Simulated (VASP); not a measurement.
Zn2CdSeS2:

```xyz
12
Lattice="5.7950 -3.3450 0.0000 5.7950 3.3450 0.0000 0.0000 0.0000 6.3100" Properties=species:S:1:pos:R:3 pbc="T T T"
Zn    3.8629    1.1152    3.1550
Zn    7.7271    1.1152    3.1550
Zn    7.7271   -1.1152    0.0000
Zn    3.8629   -1.1152    0.0000
Cd    5.7950   -2.2298    3.1550
Cd    5.7950    2.2298    0.0000
Se    5.7950    2.2298    2.3662
Se    5.7950   -2.2298    5.5212
S     7.7271   -1.1152    2.3662
S     3.8629   -1.1152    2.3662
S     3.8629    1.1152    5.5212
S     7.7271    1.1152    5.5212
```

The cell was built by a generator and needn't be a form met in nature.

| Item | Value |
| --- | --- |
| Program | VASP 6.6.1 |
| Task | relaxation of cell and atoms |
| Functional | PBE |
| Potentials or basis | VASP PAW PBE potentials, release 64 (Zn, Cd, Se, S) |
| Cutoff | 520 eV |
| k mesh | 3 × 3 × 2 |
| Occupations | gaussian, width 0.15 eV |
| Spin | no spin polarisation |

At the start: pressure 12.3 GPa; volume 20.39 Å³/atom.

Where does the relaxation end?

Over 12 steps the energy falls by 200.1 meV/atom and the volume is 23.07 Å³/atom (+13.2 %); space group Cmc2_1 (No. 36, to 0.05 Å).

The path:
| step | energy change (eV) | largest force (eV/Å) | pressure (GPa) | volume (Å³) |
| --- | --- | --- | --- | --- |
| 1 | 0.0000 | 2.6421 | 12.33 | 244.63 |
| 2 | -1.7625 | 0.4545 | -4.01 | 304.45 |
| 3 | -1.9668 | 0.7179 | -1.75 | 287.25 |
| 4 | -1.9656 | 0.7413 | -0.95 | 285.82 |
| 5 | -2.1726 | 0.4964 | -0.43 | 281.39 |
| 6 | -2.3351 | 0.3382 | 0.59 | 275.29 |
| 7 | -2.3564 | 0.3237 | 0.79 | 272.31 |
| 8 | -2.3969 | 0.0883 | 0.26 | 277.08 |
| 9 | -2.3961 | 0.0774 | -0.44 | 278.31 |
| 10 | -2.3971 | 0.0923 | -0.30 | 277.64 |
| 11 | -2.3971 | 0.0930 | -0.19 | 277.49 |
| 12 | -2.4010 | 0.0272 | -0.16 | 276.85 |

Final structure:
```yaml
crystal:
  lattice:
    - [6.07076, -3.48197, 0.00000]
    - [6.07076, 3.48197, 0.00000]
    - [0.00000, 0.00000, 6.54848]
  atoms:
    - { symbol: Zn, position: [0.16563, 0.48292, 0.50470] }
    - { symbol: Zn, position: [0.51708, 0.83437, 0.50470] }
    - { symbol: Zn, position: [0.83437, 0.51708, 0.00470] }
    - { symbol: Zn, position: [0.48292, 0.16563, 0.00470] }
    - { symbol: Cd, position: [0.81656, 0.18345, 0.48722] }
    - { symbol: Cd, position: [0.18345, 0.81656, 0.98722] }
    - { symbol: Se, position: [0.19096, 0.80904, 0.39508] }
    - { symbol: Se, position: [0.80904, 0.19096, 0.89508] }
    - { symbol: S, position: [0.83469, 0.52436, 0.36665] }
    - { symbol: S, position: [0.47564, 0.16531, 0.36665] }
    - { symbol: S, position: [0.16531, 0.47564, 0.86665] }
    - { symbol: S, position: [0.52436, 0.83469, 0.86665] }
```

Caveat: the k mesh is coarse (spacing up to 0.50 Å⁻¹), so the values aren't converged.
